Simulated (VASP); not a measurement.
Given:

```
CELL_PARAMETERS angstrom
      0.00000     2.73394     2.73394
      2.73394     0.00000     2.73394
      2.73394     2.73394     0.00000
ATOMIC_POSITIONS crystal
  Ce 0.00000 0.00000 0.00000
  O  0.25000 0.25000 0.25000
  O  0.75000 0.75000 0.75000
```

The numbers are results of PW91 GGA, VASP's PBE PAW potentials (set 64) (plane waves; VASP), not measurements. Numerical set-up: 520 eV cut-off, Gaussian smearing of 0.050 eV, potentials Ce O.

Problem. Estimate the band gap (along the path) with the smallest direct gap where there is one.

Solution. 
```
Property                               Result
------------------------------------  -------
band gap (along the path)             1.82 eV
smallest direct gap (along the path)  1.91 eV
```

Total energies compare only between runs with the same potentials, cut-off and functional.

The compound is CeO2 in the fluorite structure. It was relaxed first. The run is not spin-polarised, so no magnetic state was tried.
